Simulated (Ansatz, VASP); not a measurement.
**Two plane-wave programs on Na5CuTe4**

The input INCAR:

```
PREC = Accurate ; ENCUT = 520
EDIFF = 1E-6 ; ISMEAR = 0
SIGMA = 0.1 ; LREAL = False
LASPH = True ; NELM = 80
ALGO = Fast ; ISIF = 2
LWAVE = False ; LCHARG = True
GGA = PE ; LELF = True
LVHAR = True ; NBANDS = 46
```

Contents of KPOINTS:

```
Automatic mesh
0
Gamma
  4 4 4
```

The input POSCAR:

```
Na5CuTe4
1.0
    0.0000000000      5.1801616500      5.1801616500
    5.1801616500      0.0000000000      5.1801616500
    5.1801616500      5.1801616500      0.0000000000
Na Cu Te
5 1 4
Direct
    0.8802819600      0.8802819600      0.8802819600
    0.8802819600      0.8802819600      0.3591541300
    0.8802819600      0.3591541300      0.8802819600
    0.3591541300      0.8802819600      0.8802819600
    0.0000000000      0.0000000000      0.0000000000
    0.2500000000      0.2500000000      0.2500000000
    0.3748452100      0.3748452100      0.3748452100
    0.3748452100      0.3748452100      0.8754643600
    0.3748452100      0.8754643600      0.3748452100
    0.8754643600      0.3748452100      0.3748452100
```

Input for Ansatz:

```yaml
crystal:
  lattice:
    - [0.0, 5.18016165, 5.18016165]
    - [5.18016165, 0.0, 5.18016165]
    - [5.18016165, 5.18016165, 0.0]
  atoms:
    - { symbol: Na, position: [0.88028196, 0.88028196, 0.88028196] }
    - { symbol: Na, position: [0.88028196, 0.88028196, 0.35915413] }
    - { symbol: Na, position: [0.88028196, 0.35915413, 0.88028196] }
    - { symbol: Na, position: [0.35915413, 0.88028196, 0.88028196] }
    - { symbol: Na, position: [0.0, 0.0, 0.0] }
    - { symbol: Cu, position: [0.25, 0.25, 0.25] }
    - { symbol: Te, position: [0.37484521, 0.37484521, 0.37484521] }
    - { symbol: Te, position: [0.37484521, 0.37484521, 0.87546436] }
    - { symbol: Te, position: [0.37484521, 0.87546436, 0.37484521] }
    - { symbol: Te, position: [0.87546436, 0.37484521, 0.37484521] }
basis:
  ecutwfc: 420
kpoints:
  mp_grid: { grid: [4, 4, 4] }
hamiltonian:
  xc: pbe
scf:
  occupations: { method: gaussian, width: 0.1 }
  lower_state_search: "off"
output:
  forces: true
  stress: true
  eigenvalues: true
```

Alike in both runs: task single point; functional PBE; k mesh 4 × 4 × 4; occupations gaussian, width 0.1 eV; no spin polarisation.

|  | VASP | Ansatz |
| --- | --- | --- |
| version | VASP 6.6.1 | Ansatz 0.2.0 |
| potentials or method | VASP PAW PBE potentials, release 64 (Na_pv, Cu, Te) | scalar-relativistic, plane waves, PAW |
| plane-wave cutoff (eV) | 520 | 420 |
| valence electrons in the cell | 70 | 128 |

```csv
,VASP,Ansatz,Ansatz less VASP
gap on the k mesh at the Fermi level (eV),none,none,-
pressure (GPa),9.6,9.6,+0.01
rms of the force components (eV/Å),1.582,1.587,+0.0050
```

Atom by atom the forces differ by 0.008 eV/Å (rms over components). A gap of «none» marks a metal or a gap that the smearing closes. The two sets of potentials don't hold the same shells in valence.

Caveats: forces of over 1 eV/Å show positions far from the minimum, so gaps and moduli don't describe the material at rest. Spin-orbit coupling is left out, which matters for the levels of Te.
